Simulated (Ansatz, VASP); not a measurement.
Two plane-wave programs on Be3AsP

INCAR

```
PREC = Accurate ; ENCUT = 520
EDIFF = 1E-6 ; ISMEAR = 0
SIGMA = 0.05 ; LREAL = False
LASPH = True ; NELM = 60
ALGO = Normal ; ISIF = 2
LWAVE = False ; LCHARG = False
GGA = PS ; NBANDS = 16
```

File KPOINTS:

```
regular mesh
0
Gamma
  4 4 4
```

POSCAR

```
Be3AsP
1.0
    4.5654550258      0.0000000000      0.0000000000
    0.0000000000      4.5654550258      0.0000000000
    0.0000000000      0.0000000000      4.5654550258
As P Be
1 1 3
Direct
    0.0000000000      0.0000000000      0.0000000000
    0.5000000000      0.5000000000      0.5000000000
    0.5000000000      0.5000000000      0.0000000000
    0.5000000000      0.0000000000      0.5000000000
    0.0000000000      0.5000000000      0.5000000000
```

Input for Ansatz:

```yaml
crystal:
  lattice:
    - [4.5654550258, 0.0, 0.0]
    - [0.0, 4.5654550258, 0.0]
    - [0.0, 0.0, 4.5654550258]
  atoms:
    - { symbol: As, position: [0.0, 0.0, 0.0] }
    - { symbol: P, position: [0.5, 0.5, 0.5] }
    - { symbol: Be, position: [0.5, 0.5, 0.0] }
    - { symbol: Be, position: [0.5, 0.0, 0.5] }
    - { symbol: Be, position: [0.0, 0.5, 0.5] }
basis:
  ecutwfc: 420
kpoints:
  mp_grid: { grid: [4, 4, 4] }
hamiltonian:
  xc: pbesol
scf:
  occupations: { method: gaussian, width: 0.05 }
output:
  forces: true
  stress: true
  eigenvalues: true
```

The cell comes from a database or a generator and needn't be the stable form of this composition.

Alike in both runs: task single point; functional PBEsol; k mesh 4 × 4 × 4; occupations gaussian, width 0.05 eV; no spin polarisation.

|  | VASP | Ansatz |
| --- | --- | --- |
| version | VASP 6.6.1 | Ansatz 0.2.0 |
| potentials or method | VASP PAW PBE potentials, release 64 (As, P, Be) | scalar-relativistic, plane waves, PAW |
| plane-wave cutoff (eV) | 520 | 420 |
| valence electrons in the cell | 16 | 26 |

|  | VASP | Ansatz | Ansatz less VASP |
| --- | --- | --- | --- |
| gap on the k mesh at the Fermi level (eV) | none | none | - |
| pressure (GPa) | -15.6 | -15.7 | -0.08 |

A gap of «none» marks a metal or a gap that the smearing closes. The two sets of potentials don't hold the same shells in valence.

Caveats: so large a pressure means that the cell lies far from this level's equilibrium, or that cutoff or potentials fall short (VASP); the potentials were made for another functional, which shifts forces and pressure (VASP).
